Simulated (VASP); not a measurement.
Computed with PBEsol GGA, VASP's PBE PAW potentials (set 64) (plane waves; VASP).

VASP input:

**POSCAR**
```
BN
1
   -0.0000000000     1.8037966611     1.8037966611
    1.8037966611    -0.0000000000     1.8037966611
    1.8037966611     1.8037966611     0.0000000000
B N
1 1
Direct
  0.0000000000   0.0000000000   0.0000000000
  0.7500000000   0.7500000000   0.7500000000
```

File KPOINTS:
```
k-points along high-symmetry lines
15
Line-mode
Reciprocal
  0.000000   0.000000   0.000000 ! GAMMA
 -0.500000  -0.500000   0.000000 ! X

 -0.500000  -0.500000   0.000000 ! X
 -0.375000  -0.375000   0.250000 ! U

 -0.375000   0.000000   0.375000 ! K
  0.000000   0.000000   0.000000 ! GAMMA

  0.000000   0.000000   0.000000 ! GAMMA
  0.000000   0.000000   0.500000 ! L

  0.000000   0.000000   0.500000 ! L
 -0.500000  -0.250000   0.250000 ! W

 -0.500000  -0.250000   0.250000 ! W
 -0.500000  -0.500000   0.000000 ! X
```

INCAR:
```
! general
SYSTEM  =  BN
PREC    =  Accurate
ENCUT   =  520   ! plane-wave cut-off (eV)
LREAL   =  .False.   ! projection in real space or not
LASPH   =  .True.   ! aspherical one-centre terms
ICHARG  =  11   ! fixed density

! electronic loop
EDIFF   =  1E-7   ! SCF stop (eV)
NELM    =  100   ! most electronic steps
ALGO    =  Normal

! smearing
ISMEAR  =  0
SIGMA   =  0.05

! functional
GGA     =  PS

! output
LWAVE   =  .False.
LCHARG  =  .False.
LORBIT  =  11   ! lm-projected
```

POTCAR, in this order: B N (PBE.64 set). Program: vasp_std. Read from the step before: CHGCAR.

The resulting files:

**OUTCAR**
```
 ion  position               nearest neighbor table
   1  0.000  0.000  0.000-   2 1.56   2 1.56   2 1.56   2 1.56
   2  0.750  0.750  0.750-   1 1.56   1 1.56   1 1.56   1 1.56
  LATTYP: Found a face centered cubic cell.
 ALAT       =     3.6075933222
 Subroutine PRICEL returns:
 Original cell was already a primitive cell.
 Subroutine GETGRP returns: Found 24 space group operations
The static configuration has the point symmetry T_d .
The dynamic configuration has the point symmetry T_d .
 Subroutine INISYM returns: Found 24 space group operations
   k-points           NKPTS =     90   k-points in BZ     NKDIM =     90   number of bands    NBANDS=      8
   number of dos      NEDOS =    301   number of ions     NIONS =      2
   total plane-waves  NPLWV =   8000
   dimension x,y,z NGX =    20 NGY =   20 NGZ =   20
   dimension x,y,z NGXF=    40 NGYF=   40 NGZF=   40
   ions per type =               1   1
   PREC   = accura    normal or accurate (medium, high low for compatibility)
   ISTART =      0    job   : 0-new  1-cont  2-samecut
   ICHARG =     11    charge: 1-file 2-atom 10-const
   ISPIN  =      1    spin polarized calculation?
   LNONCOLLINEAR =      F non collinear calculations
   LSORBIT =      F    spin-orbit coupling
   INIWAV =      1    electr: 0-lowe 1-rand  2-diag
   ENCUT  =  520.0 eV  38.22 Ry    6.18 a.u.   4.74  4.74  4.74*2*pi/ulx,y,z
   NELM   =    100;   NELMIN=  2; NELMDL= -5     # of ELM steps
   EDIFF  = 0.1E-06   stopping-criterion for ELM
   LREAL  =      F    real-space projection
   NLSPLINE    = F    spline interpolate recip. space projectors
   LMAXMIX     =    2 max onsite mixed and CHGCAR
   VOSKOWN=      0    Vosko Wilk Nusair interpolation
   EDIFFG = 0.1E-05   stopping-criterion for IOM
   NSW    =      0    number of steps for IOM
   NBLOCK =      1;   KBLOCK =      1    inner block; outer block
   IBRION =     -1    ionic relax: 0-MD 1-quasi-New 2-CG
   NFREE  =      0    steps in history (QN), initial steepest desc. (CG)
   ISIF   =      2    stress and relaxation
   ISYM   =      2    0-nonsym 1-usesym 2-fastsym
   TEIN   =    0.0    initial temperature
   TEBEG  =    0.0;   TEEND  =   0.0 temperature during run
   SMASS  =  -3.00    Nose mass-parameter (am)
   PSTRESS=    0.0 pullay stress
   NELECT =       8.0000    total number of electrons
   EFERMI =   0.00;   METHOD = LEGACY
   ISMEAR =     0;   SIGMA  =   0.05  broadening in eV -4-tet -1-fermi 0-gaus
   IALGO  =     38    algorithm
   LDIAG  =      T    sub-space diagonalisation (order eigenvalues)
   IMIX   =      4    mixing-type and parameters
     AMIX     =   0.40;   BMIX     =  1.00
     AMIX_MAG =   1.60;   BMIX_MAG =  1.00
     AMIN     =   0.10
   GGA     = PS    functional components
   VOSKOWN =     0    Vosko Wilk Nusair interpolation
   LHFCALC =     F    Hartree Fock is set to
   LHFONE  =     F    Hartree Fock one center treatment
   AEXX    =    0.0000 exact exchange contribution
   IVDW    =     0    specifies the selected vdW correction
   LEPSILON=     F    determine dielectric tensor
   LRPA    =     F    only Hartree local field effects (RPA)
  energy-cutoff  :      520.00
  volume of cell :       11.74
      direct lattice vectors                 reciprocal lattice vectors
     0.000000000  1.803796661  1.803796661    -0.277193107  0.277193107  0.277193107
     1.803796661  0.000000000  1.803796661     0.277193107 -0.277193107  0.277193107
     1.803796661  1.803796661  0.000000000     0.277193107  0.277193107 -0.277193107
 k-point     1 :   0.0000 0.0000 0.0000  plane waves:     331
 k-point     2 :  -0.0357-0.0357 0.0000  plane waves:     331
 k-point     3 :  -0.0714-0.0714 0.0000  plane waves:     327
 k-point     4 :  -0.1071-0.1071 0.0000  plane waves:     323
 k-point     5 :  -0.1429-0.1429 0.0000  plane waves:     315
 k-point     6 :  -0.1786-0.1786 0.0000  plane waves:     307
 k-point     7 :  -0.2143-0.2143 0.0000  plane waves:     307
 k-point     8 :  -0.2500-0.2500 0.0000  plane waves:     311
 k-point     9 :  -0.2857-0.2857 0.0000  plane waves:     311
 k-point    10 :  -0.3214-0.3214 0.0000  plane waves:     323
...
```

**OSZICAR**
```
       N       E                     dE             d eps       ncg     rms          rms(c)
DAV:   1     0.110304272176E+02    0.11030E+02   -0.52952E+03  1496   0.993E+02
DAV:   2    -0.161198720267E+02   -0.27150E+02   -0.25952E+02  1936   0.167E+02
DAV:   3    -0.163263283016E+02   -0.20646E+00   -0.20646E+00  1720   0.180E+01
DAV:   4    -0.163265167685E+02   -0.18847E-03   -0.18847E-03  1984   0.445E-01
DAV:   5    -0.163265169006E+02   -0.13214E-06   -0.13213E-06  1592   0.851E-03
DAV:   6    -0.163265169009E+02   -0.27489E-09   -0.27499E-09  1976   0.289E-04
   1 F= -.16326517E+02 E0= -.16326517E+02  d E =-.873787E-13
```

File OUTCAR:
```
 val. band max:        7.4387768833   @ k =   0.0000   0.0000   0.0000

 cond. band min:      11.7219540363   @ k =  -0.5000  -0.5000   0.0000



 k-point     1 :       0.0000    0.0000    0.0000
  band No.  band energies     occupation
      1     -12.8845      2.00000
      2       7.4388      2.00000
      3       7.4388      2.00000
      4       7.4388      2.00000
      5      16.2293      0.00000
      6      16.2293      0.00000
      7      16.2293      0.00000
      8      17.8057      0.00000

 k-point     2 :      -0.0357   -0.0357    0.0000
  band No.  band energies     occupation
      1     -12.8426      2.00000
      2       7.3243      2.00000
      3       7.3276      2.00000
      4       7.3276      2.00000
      5      16.1516      0.00000
      6      16.3752      0.00000
      7      16.3752      0.00000
      8      17.9432      0.00000

 k-point     3 :      -0.0714   -0.0714    0.0000
  band No.  band energies     occupation
      1     -12.7171      2.00000
      2       6.9959      2.00000
      3       7.0182      2.00000
      4       7.0182      2.00000
      5      15.9558      0.00000
      6      16.7884      0.00000
      7      16.7884      0.00000
      8      18.2951      0.00000

 k-point     4 :      -0.1071   -0.1071    0.0000
  band No.  band energies     occupation
      1     -12.5090      2.00000
      2       6.4907      2.00000
      3       6.5670      2.00000
      4       6.5670      2.00000
      5      15.6892      0.00000
      6      17.4107      0.00000
      7      17.4107      0.00000
      8      18.7479      0.00000

 k-point     5 :      -0.1429   -0.1429    0.0000
  band No.  band energies     occupation
      1     -12.2198      2.00000
      2       5.8512      2.00000
      3       6.0349      2.00000
      4       6.0349      2.00000
      5      15.3702      0.00000
      6      18.1794      0.00000
      7      18.1794      0.00000
      8      19.1756      0.00000
...
```

The density is held fixed in this step, so its total energy and stress have no physical meaning.

The structure comes from a computed database's BN entry (F-43m); how it stands against other phases isn't given here. It was relaxed first.
